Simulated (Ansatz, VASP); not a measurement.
# Ga2O3: VASP beside Ansatz

Aim: how closely do two programs agree when they are given the same cell, functional and k mesh? The structure shown is the start of the Ansatz relaxation below; VASP solves that cell, so the two are compared at the walk's first step.

Method: plane waves, with VASP 6.6.1 beside it; single point at r2SCAN, in Ansatz 0.2.0.

## 1. Starting point

Symmetry: C2/m, No. 12, monoclinic system. The conventional cell has a = 12.003 Å, b = 2.977 Å, c = 5.689 Å, α = 90.00°, β = 103.81°, γ = 90.00°. Nearest to Ga lie 4 O at 1.80 to 1.83 Å. Nearest to Ga lie 6 O at 1.90 to 2.03 Å. Nearest to O lie 3 Ga at 1.80 to 1.90 Å. Nearest to O lie 4 Ga at 1.83 to 2.03 Å. O has 3 Ga at 1.80 to 1.90 Å nearest. Farther neighbours and most contacts between anions are not listed.

Coordinates:

```cif
data_structure
_symmetry_space_group_name_H-M 'P 1'
_symmetry_Int_Tables_number 1
_cell_length_a 6.1834
_cell_length_b 6.1834
_cell_length_c 5.6890
_cell_angle_alpha 103.394
_cell_angle_beta 103.394
_cell_angle_gamma 27.857
_cell_volume 98.70
loop_
_atom_site_label
_atom_site_type_symbol
_atom_site_fract_x
_atom_site_fract_y
_atom_site_fract_z
_atom_site_occupancy
Ga1 Ga 0.09051 0.09051 0.79479 1
Ga2 Ga 0.90949 0.90949 0.20521 1
Ga3 Ga 0.65871 0.65871 0.31445 1
Ga4 Ga 0.34129 0.34129 0.68555 1
O5 O 0.16418 0.16418 0.10912 1
O6 O 0.83582 0.83582 0.89088 1
O7 O 0.17334 0.17334 0.56354 1
O8 O 0.82666 0.82666 0.43646 1
O9 O 0.49626 0.49626 0.25623 1
O10 O 0.50374 0.50374 0.74377 1
```

## 2. Ansatz: relaxation, r2SCAN

Ansatz runs on its PAW soft_1 files.

The two programs are compared at the cell with which this relaxation starts, whose forces are those of its first step.

input.yaml reads:

```yaml
crystal:
  lattice:
    - [6.00156427, -1.4884025544, 0.0023355787]
    - [6.00156427, 1.4884025544, 0.0023355787]
    - [-1.3599071119, 0.0, 5.524077619]
  atoms:
    - { symbol: Ga, position: [0.0905124847, 0.0905124847, 0.7947878088] }
    - { symbol: Ga, position: [0.9094875153, 0.9094875153, 0.2052121912] }
    - { symbol: Ga, position: [0.6587114341, 0.6587114341, 0.3144454624] }
    - { symbol: Ga, position: [0.3412885659, 0.3412885659, 0.6855545376] }
    - { symbol: O, position: [0.1641804307, 0.1641804307, 0.1091227909] }
    - { symbol: O, position: [0.8358195693, 0.8358195693, 0.8908772091] }
    - { symbol: O, position: [0.1733367906, 0.1733367906, 0.5635407156] }
    - { symbol: O, position: [0.8266632094, 0.8266632094, 0.4364592844] }
    - { symbol: O, position: [0.4962567764, 0.4962567764, 0.2562296839] }
    - { symbol: O, position: [0.5037432236, 0.5037432236, 0.7437703161] }
kpoints:
  mp_grid: { grid: [6, 6, 4] }
hamiltonian:
  xc: r2scan
  pseudopotentials: { kind: paw, azcp: { folder: soft_1 } }
scf:
  occupations: { method: gaussian, width: 0.02 }
output:
  forces: true
  stress: true
  eigenvalues: true
basis:
  ecutwfc: 600.0
relax:
  adjacent_minimum: "off"
  f_tol: 0.001
  max_steps: 60
  cell: { stress_tol: 0.02, fix: [volume] }
```

Command:

```bash
> ansatz run input.yaml --threads 4 --pin off --max-ram 9216MiB --backend cpu --events-out ev --progress --plain --runs-dir out
```

Numbers of over 12 decimals in the logs are rounded to 6 here.

The log of the run:

```text
basis.fft_grid_basis auto: the FFT boxes are laid along the combinations [[1, -1, 0], [0, 1, 0], [0, 0, 1]] of the cell's own vectors, 2.977, 6.183 and 5.689 Å long. The dense box has 24×50×48 points. Along the cell's own vectors, as sized, it would have 50×50×48, 2.08 times as many. Of the 4 symmetry operations that the crystal satisfies within crystal.symmetry.tolerance (time reversal apart; of a slab, those that k [...]
Engine: ansatz 0.2.0, x86_64-unknown-linux-gnu
Pseudopotentials: kind: paw
Pseudopotential: Ga, paw, valence charge 13, recommended cutoff 500 eV (meta_gga), soft_1/Ga.paw.azcp
Pseudopotential: O, paw, valence charge 6, recommended cutoff 500 eV (meta_gga), soft_1/O.paw.azcp
Functional definition: r2SCAN
  parameter k0 = 0.174
  parameter k1 = 0.065
  parameter a1 = 4.9479
  exchange = r2scan_x(k0 = k0, k1 = k1, a1 = a1)
  correlation = r2scan_c
Crystal: 10 atoms, lattice volume = 98.700 Å³
Basis set: ecut = 600 eV, 3275 PW (Γ), FFT grids on a1−a2, a2, a3, exchange–correlation on 96×200×192 points (64 copies of the dense FFT grid, shifted against one another)
Bands: 54, of which v1, the nominal top of the filled ones, is band 44 counted from 1 (43 counted from 0)
Symmetry: 4 space group operations
Space group: C2/m (ITA 12), of the structure as read, at distance tolerance 4.6e-5 Å
k-points: 47 of 144
Non-local potential: Ga, projectors of the file, l = 0: 2, l = 1: 2, l = 2: 3, l = 3: 1
Non-local potential: O, projectors of the file, l = 0: 2, l = 1: 2, l = 2: 1
PAW form: soft (Blöchl's): semilocal exchange-correlation on the pseudo side does not see the compensation charge
PAW frozen core: Ga, regenerated for the run's functional (the file was generated under x = pbe(κ = 0.804, μ = 0.219515), c = pbe(β = 0.066725))
PAW frozen core: O, regenerated for the run's functional (the file was generated under x = pbe(κ = 0.804, μ = 0.219515), c = pbe(β = 0.066725))
PAW one-centre angular grid: Ga, 590 points (default); XC on 160 Gauss nodes
PAW one-centre angular grid: O, 302 points (default); XC on 160 Gauss nodes
Initial density: superposition of atomic densities (chi_scale 0.1, normalization cell, long waves kept (reshape's long-wave potential 0.03 eV rms))
Initial wavefunctions: pseudopotential atomic-orbital guess
Functional: x = r2scan, c = r2scan; τ floored in thin density (d = 2e-4 eV/Å³)
SCF iter   1: F=—  HF=-18579.757248 eV  |F-HF|=—  |Δ(HF+E_count)|=         —  Δρ=1.38e-1  dr2=9.39e0  dr2_τ=7.91e-1  ethr=3.10e-3  ⟨swp⟩=6.0  Hψ=8919  notcnv=0  defer=3
preconditioner: auto → Resta (q_TF=auto, 2.677 Å⁻¹)  ε∞=3.9  [insulator: Δε(μ)=3.943 eV  Ē_g=20.548 eV  σ=0.020 eV  W_gap=1.00  n_scr=34 (ndim 8)  ℏωp=35.1 eV  f_vac=0.000  D(μ)=0.00/eV (n_scr^D=0)  ε∞_Penn≈3.9]
SCF iter   2: F=—  HF=-18577.935735 eV  |F-HF|=—  |Δ(HF+E_count)|=    1.82e0  Δρ=6.35e-2  dr2=1.89e0  dr2_τ=7.32e-2  ethr=3.10e-3  ⟨swp⟩=2.2  Hψ=5321  notcnv=0  defer=172
SCF iter   3: F=—  HF=-18577.658046 eV  |F-HF|=—  |Δ(HF+E_count)|=   2.78e-1  Δρ=1.76e-2  dr2=2.06e-1  dr2_τ=8.67e-3  ethr=2.15e-3  ⟨swp⟩=3.0  Hψ=4513  notcnv=0  defer=172
SCF iter   4: F=—  HF=-18577.600852 eV  |F-HF|=—  |Δ(HF+E_count)|=   5.72e-2  Δρ=5.06e-3  dr2=1.67e-2  dr2_τ=1.16e-3  ethr=2.35e-4  ⟨swp⟩=2.3  Hψ=4471  notcnv=0  defer=172
SCF iter   5: F=—  HF=-18577.612749 eV  |F-HF|=—  |Δ(HF+E_count)|=   1.19e-2  Δρ=2.59e-3  dr2=3.82e-3  dr2_τ=4.72e-4  ethr=1.90e-5  ⟨swp⟩=2.0  Hψ=4688  notcnv=0  defer=172
SCF iter   6: F=—  HF=-18577.614012 eV  |F-HF|=—  |Δ(HF+E_count)|=   1.26e-3  Δρ=4.39e-4  dr2=1.43e-4  dr2_τ=8.14e-6  ethr=4.34e-6  ⟨swp⟩=2.0  Hψ=4450  notcnv=0  defer=172
SCF iter   7: F=—  HF=-18577.614102 eV  |F-HF|=—  |Δ(HF+E_count)|=   8.93e-5  Δρ=2.43e-4  dr2=4.07e-5  dr2_τ=4.70e-6  ethr=1.62e-7  ⟨swp⟩=2.0  Hψ=4414  notcnv=0  defer=172
SCF iter   8: F=—  HF=-18577.614091 eV  |F-HF|=—  |Δ(HF+E_count)|=   1.08e-5  Δρ=6.07e-5  dr2=2.67e-6  dr2_τ=1.12e-7  ethr=4.62e-8  ⟨swp⟩=2.0  Hψ=4521  notcnv=0  defer=172
SCF iter   9: F=—  HF=-18577.614091 eV  |F-HF|=—  |Δ(HF+E_count)|=   1.56e-7  Δρ=1.86e-5  dr2=2.40e-7  dr2_τ=2.05e-8  ethr=3.04e-9  ⟨swp⟩=2.0  Hψ=4405  notcnv=0  defer=172
SCF iter  10: F=-18577.614091 eV  HF=-18577.614091 eV  |F-HF|=7.88e-8  |Δ(HF+E_count)|=   7.71e-8  Δρ=9.35e-6  dr2=5.84e-8  dr2_τ=6.85e-9  ethr=1.14e-10  ⟨swp⟩=11.1  Hψ=11764  notcnv=0
SCF 1 converged in 10 iterations: F = -18577.614091 eV  dr2 = 5.84e-8
  greatest PAW one-centre occupation: 0.997 electrons in one spin orbital (limit 2), on the Ga atom at site 3 (counted from 0), in its partial waves of l = 2
[...]
preconditioner: auto → Resta (q_TF=auto, 2.677 Å⁻¹)  ε∞=4.3  [insulator: Δε(μ)=3.577 eV  Ē_g=19.346 eV  σ=0.020 eV  W_gap=1.00  n_scr=32 (ndim 8)  ℏωp=35.1 eV  f_vac=0.006  D(μ)=0.00/eV (n_scr^D=0)  ε∞_Penn≈4.3]
[...]
SCF iter   3: F=—  HF=-18577.658214 eV  |F-HF|=—  |Δ(HF+E_count)|=   1.45e-7  Δρ=1.45e-5  dr2=1.52e-7  dr2_τ=2.40e-8  ethr=2.57e-9  ⟨swp⟩=2.0  Hψ=4078  notcnv=0
SCF iter   4: F=—  HF=-18577.658214 eV  |F-HF|=—  |Δ(HF+E_count)|=   4.13e-8  Δρ=6.42e-6  dr2=2.66e-8  dr2_τ=3.56e-9  ethr=1.73e-10  ⟨swp⟩=2.0  Hψ=4603  notcnv=0
SCF iter   5: F=—  HF=-18577.658214 eV  |F-HF|=—  |Δ(HF+E_count)|=   9.98e-9  Δρ=2.27e-6  dr2=5.55e-9  dr2_τ=1.91e-10  ethr=5.44e-12  ⟨swp⟩=4.0  Hψ=8930  notcnv=0
SCF iter   6: F=-18577.658214 eV  HF=-18577.658214 eV  |F-HF|=3.64e-10  |Δ(HF+E_count)|=  7.42e-10  Δρ=1.07e-6  dr2=9.24e-10  dr2_τ=3.67e-11  ethr=5.44e-12  ⟨swp⟩=4.0  Hψ=8928  notcnv=0
SCF 7 converged in 6 iterations: F = -18577.658214 eV  dr2 = 9.24e-10
relax step   7: F+E_penalty+E_count = -18577.65821384 eV  Δ(F+E_penalty+E_count) = -7.305e-6 eV  max|allowed force component| = 9.734e-4 eV/Å  Δτ_max = 0.0005 Å  P = +12.476 GPa  Ω = 98.700 Å³  energy of the carried Pulay correction = +1.876e-17 eV  fix = [volume]  reactions: volume +12.476 GPa  (6 SCF iters, dr2 threshold 4.79e-9 eV, accepted)
Initial wavefunctions: pseudopotential atomic-orbital guess (no wavefunctions were taken with the density)
iter 1 solved again at ethr=2.28e-8 eV; its pass at ethr=3.10e-3 eV (dr2=2.01e-5 eV) is discarded
SCF iter   1: F=—  HF=-18577.658241 eV  |F-HF|=—  |Δ(HF+E_count)|=         —  Δρ=4.20e-5  dr2=8.93e-8  dr2_τ=7.09e-7  ethr=2.28e-8  ⟨swp⟩=3.0  Hψ=16725  notcnv=0
SCF iter   2: F=—  HF=-18577.658244 eV  |F-HF|=—  |Δ(HF+E_count)|=   3.63e-6  Δρ=2.15e-5  dr2=2.33e-8  dr2_τ=1.45e-7  ethr=1.02e-10  ⟨swp⟩=2.0  Hψ=4606  notcnv=0
SCF iter   3: F=—  HF=-18577.658245 eV  |F-HF|=—  |Δ(HF+E_count)|=   8.44e-7  Δρ=6.40e-7  dr2=1.04e-10  dr2_τ=7.16e-11  ethr=2.65e-11  ⟨swp⟩=2.0  Hψ=4606  notcnv=0
SCF iter   4: F=—  HF=-18577.658245 eV  |F-HF|=—  |Δ(HF+E_count)|=  2.29e-10  Δρ=2.39e-7  dr2=1.69e-11  dr2_τ=9.95e-12  ethr=1.00e-12  ⟨swp⟩=5.4  Hψ=11283  notcnv=0
SCF iter   5: F=-18577.658245 eV  HF=-18577.658245 eV  |F-HF|=0.00e0  |Δ(HF+E_count)|=  4.73e-11  Δρ=8.90e-8  dr2=3.18e-12  dr2_τ=1.22e-12  ethr=1.00e-12  ⟨swp⟩=5.0  Hψ=10822  notcnv=0
SCF 8 converged in 5 iterations: F = -18577.658245 eV  dr2 = 3.18e-12
relax step   8: F+E_penalty+E_count = -18577.65824517 eV  Δ(F+E_penalty+E_count) = -3.133e-5 eV  max|allowed force component| = 9.486e-4 eV/Å  Δτ_max = 0.0000 Å  P = +12.475 GPa  Ω = 98.700 Å³  fix = [volume]  reactions: volume +12.475 GPa  stress off target by 1.49e-2 GPa on what of the cell is left free  SCF on the basis re-selected at this cell (its energy is not comparable with the rows above)  (5 SCF iters)
basis re-selected at this cell: Δ(F+E_penalty+E_count) = -3.133e-5 eV, ΔP = -0.001 GPa vs the last step (what re-selecting the basis moved, of the pressure what is left beyond the Pulay correction that the steps carried, after the strain that the cell walked since its last selection, with what the two solves' SCF thresholds leave and, on support functions, any second-order correction that the steps lacked; it is no m [...]
SCF converged after 5 iterations
Free energy (F): -18577.658245 eV
Harris-Foulkes:  -18577.658245 eV  (|F-HF|=0.00e0)
Internal energy: -18577.658245 eV  (E = F + TS)
E sigma→0 (E₀):  -18577.658245 eV
Fermi energy:    10.316518 eV
--- Per-component energies (eV) ---
  E_band       = -84.826473
  E_kinetic    = 1478.482714
  E_local      = -6729.647465  (includes V_loc(G=0)·N_el)
  E_nonlocal   = -24.288624
  E_hartree    = 4007.964416
  E_xc         = -654.648719
  E_vxc        = -841.107708  (∫ρ·V_xc dr)
  E_paw        = -9059.146267  (= ΣΔE_a)
  E_vpaw       = -2034.251779  (= ΣTr[D̂ρ^β])
  E_aug_tail   = 0.001111  (compensation charges beyond the density's cutoff)
  E_vtau       = 50.056412  (kinetic-family band-sum trace: ∫τ·v_τ [+ j·A + Jᵃ·Aᵃ] dr)
  E_ewald      = -7593.571503
  E_core_change = -2.803908  (= ΣΔE_core)
  E_smearing   = -0.000000  (= −TS)
  E_closure    = -0.000000  (closes the sum)
  Σ components = -18577.658245   (vs F -18577.658245, Δ=0.00e0)
--- Forces (eV/Å), atoms counted from 1 ---
  atom   1  Ga    -0.00063432     0.00000000    -0.00094858
  atom   2  Ga     0.00063432     0.00000000     0.00094858
  atom   3  Ga     0.00044535    -0.00000000     0.00073889
  atom   4  Ga    -0.00044535     0.00000000    -0.00073889
  atom   5  O      0.00010164     0.00000000     0.00051790
  atom   6  O     -0.00010164     0.00000000    -0.00051790
  atom   7  O      0.00047728     0.00000000     0.00007716
  atom   8  O     -0.00047728     0.00000000    -0.00007716
  atom   9  O      0.00002320     0.00000000    -0.00042845
  atom  10  O     -0.00002320     0.00000000     0.00042845
  max |Σ_I F_I| component: 5.42e-20 eV/Å
--- Stress (GPa, compression-positive) ---
       12.460838       0.000000      -0.003614
        0.000000      12.477545      -0.000000
       -0.003571      -0.000000      12.487388
  P = ⅓ Tr σ = 12.4753 GPa (124.753 kbar)
--- Band table (eV; the first three rows and the last of 47) ---
  k-point 0: bands = [... 40 lower, 7.9008, 8.0522, 8.2702, 8.5280, 12.1051, 15.3739, 16.3905, 16.7190, ... 6 higher]
  k-point 1: bands = [... 40 lower, 7.8795, 7.9789, 8.0773, 8.2905, 12.9919, 15.5510, 16.4672, 16.6663, ... 6 higher]
  k-point 2: bands = [... 40 lower, 7.7160, 7.8995, 8.1603, 8.2348, 14.5076, 14.5637, 16.7046, 16.9785, ... 6 higher]
  k-point 46: bands = [... 40 lower, 7.9092, 8.0205, 8.0538, 8.5161, 14.9827, 14.9900, 16.1518, 16.3739, ... 6 higher]
--- Relaxed structure (7 steps of the walk, 7 accepted, 1 SCFs on fresh bases) ---
  F+E_penalty+E_count = -18577.65824517 eV   max|allowed force component| = 9.486e-4 eV/Å   (the final SCF, on the basis selected at the relaxed cell)
  cell:  # Å, volume = 98.6998 Å³
    - [5.945478, -1.493338, -0.014151]
    - [5.945478, 1.493338, -0.014151]
    - [-1.362388, -8.285890923628781e-18, 5.561533]
  atoms:
    - { symbol: Ga, position: [0.093668, 0.093668, 0.798331] }
    - { symbol: Ga, position: [0.906332, 0.906332, 0.201669] }
    - { symbol: Ga, position: [0.659354, 0.659354, 0.314142] }
    - { symbol: Ga, position: [0.340646, 0.340646, 0.685858] }
    - { symbol: O, position: [0.172073, 0.172073, 0.110754] }
    - { symbol: O, position: [0.827927, 0.827927, 0.889246] }
    - { symbol: O, position: [0.170829, 0.170829, 0.557421] }
    - { symbol: O, position: [0.829171, 0.829171, 0.442579] }
    - { symbol: O, position: [0.495688, 0.495688, 0.250190] }
    - { symbol: O, position: [0.504312, 0.504312, 0.749810] }
```

The column dr2 measures how far the density is from self-consistency, as an energy; F and HF (Harris–Foulkes) agree once it is small.

(Continued in part 2 of 2.)

[Lines on the potential files, build, host, timing and source positions are cut from VASP's logs without a mark.]

[Logs are printed without paths, hosts, clocks, repeated set-up lines and the standing remarks that a program may print on its own settings, such as how far it seeks lower states.]

[Hosts, paths, dates, database ids (printed as entryN), source tags and the programs' standing remarks are cut or masked in the printed files.]
